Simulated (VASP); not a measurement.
Crystal: Al3BiO3.

```xyz
7
Lattice="3.2800 1.8937 2.6800 -3.2800 1.8937 2.6800 0.0000 -3.7874 2.6800" Properties=species:S:1:pos:R:3 pbc="T T T"
Al    1.6397   -0.9467    2.6803
Al   -1.6397   -0.9467    2.6803
Al    0.0000    1.8933    2.6803
Bi    0.0000    0.0000    6.0300
O     0.0000   -1.8941    3.3503
O    -1.6403    0.9470    3.3503
O     1.6403    0.9470    3.3503
```

The cell was built by a generator and needn't be a form met in nature.

```yaml
Program: VASP 6.6.1
Task: relaxation of cell and atoms
Functional: PBE
Potentials_or_basis: VASP PAW PBE potentials, release 64 (Al, Bi_d, O)
Cutoff: 520 eV
k_mesh: 3 × 3 × 3
Occupations: gaussian, width 0.15 eV
Spin: no spin polarisation
```

At the start: pressure 34.8 GPa; volume 14.27 Å³/atom.

Question: Where does the relaxation end?

Answer: Over 24 steps the energy falls by 1686.6 meV/atom and the volume is 14.99 Å³/atom (+5.0 %); space group R3m (No. 160, to 0.05 Å).

Step by step:
| step | energy change (eV) | largest force (eV/Å) | pressure (GPa) | volume (Å³) |
| --- | --- | --- | --- | --- |
| 1 | 0.0000 | 14.7374 | 34.77 | 99.88 |
| 2 | 44.8281 | 1.9610 | -18.38 | 149.60 |
| 3 | -6.9078 | 1.3491 | -16.94 | 140.25 |
| 4 | -7.5864 | 1.3880 | -16.01 | 134.83 |
| 5 | -8.8058 | 1.8254 | -6.24 | 116.71 |
| 6 | -8.8181 | 1.7167 | -8.94 | 119.60 |
| 7 | -8.8284 | 1.7675 | -8.08 | 118.37 |
| 8 | -9.6495 | 1.3290 | 1.69 | 107.11 |
| 9 | -9.7121 | 1.2663 | 5.66 | 103.56 |
| 10 | -10.2941 | 1.1162 | 3.04 | 105.93 |
| 11 | -11.0628 | 2.0285 | -2.12 | 112.48 |
| 12 | -11.0833 | 1.8495 | -0.95 | 111.20 |
| 13 | -11.4083 | 0.9627 | -4.33 | 112.12 |
| 14 | -11.4284 | 0.8475 | -4.95 | 112.32 |
| 15 | -11.6387 | 0.8574 | -0.71 | 106.86 |
| 16 | -11.6678 | 0.8340 | 1.59 | 104.47 |
| 17 | -11.7486 | 0.3272 | 0.75 | 104.76 |
| 18 | -11.7862 | 0.2442 | 0.01 | 105.04 |
| 19 | -11.7892 | 0.3276 | -0.16 | 105.12 |
| 20 | -11.8015 | 0.1463 | -0.07 | 104.94 |
| 21 | -11.8043 | 0.1163 | 0.11 | 104.82 |
| 22 | -11.8058 | 0.0824 | -0.09 | 104.94 |
| 23 | -11.8061 | 0.1122 | 0.00 | 104.90 |
| 24 | -11.8061 | 0.0175 | 0.01 | 104.91 |

Final structure:
```yaml
crystal:
  lattice:
    - [3.70832, 2.14100, 2.20225]
    - [-3.70832, 2.14100, 2.20225]
    - [0.00000, -4.28200, 2.20225]
  atoms:
    - { symbol: Al, position: [0.46370, 0.02162, 0.46370] }
    - { symbol: Al, position: [0.02162, 0.46370, 0.46370] }
    - { symbol: Al, position: [0.46370, 0.46370, 0.02162] }
    - { symbol: Bi, position: [0.87040, 0.87040, 0.87040] }
    - { symbol: O, position: [0.26748, 0.26748, 0.64583] }
    - { symbol: O, position: [0.26748, 0.64583, 0.26748] }
    - { symbol: O, position: [0.64583, 0.26748, 0.26748] }
```

Caveat: the k mesh is coarse (spacing up to 0.45 Å⁻¹), so the values aren't converged.
